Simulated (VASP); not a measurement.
Runs of VASP 6.6.1 on W. The structure is cubic, space group Im-3m (No. 229). The conventional cell has a = 3.165 Å, b = 3.165 Å, c = 3.165 Å, α = 90.00°, β = 90.00°, γ = 90.00°. Around W (site symmetry m-3m) lie 8 W at 2.74 Å. 

```csv
task,level,cell,gap on the mesh (eV),pressure (GPa),relaxed volume (Å³/atom)
relaxation of the atoms,PBE,atoms relaxed from: a relaxed cell with its volume scaled by 0.94,none,21.5,-
relaxation of the atoms,PBE,atoms relaxed from: a relaxed cell with its volume scaled by 0.98,none,6.3,-
relaxation of the atoms,PBE,atoms relaxed from: a relaxed cell with its volume scaled by 1.02,none,-5.7,-
relaxation of the atoms,PBE,atoms relaxed from: a relaxed cell with its volume scaled by 0.96,none,13.5,-
relaxation of cell and atoms,PBE,relaxed,none,0.0,(a)
relaxation of cell and atoms,PBEsol,relaxed,none,0.0,15.71
relaxation of the atoms,PBE,atoms relaxed from: a relaxed cell with its volume scaled by 1.06,none,-15.5,-
relaxation of the atoms,PBE,atoms relaxed,none,0.0,-
relaxation of the atoms,PBE,atoms relaxed from: a relaxed cell with its volume scaled by 1.04,none,-10.8,-
```

Alike in all rows: potentials or basis VASP PAW PBE potentials, release 64 (W_sv); no spin polarisation; k mesh 16 × 16 × 16; cutoff (eV) 600; smearing methfessel-paxton 0.1 eV.

Question: Estimate the missing entries.

Answer: (a) 16.15.

Caveats: the relaxation stopped at its first step, so nothing moved (some runs); the PAW data sets were made with another functional, which shifts forces and pressure a little (some runs).

A k mesh can miss the band edges, and the runs leave out spin-orbit coupling on W.

A gap of «none» marks a metal or a gap under the smearing width.
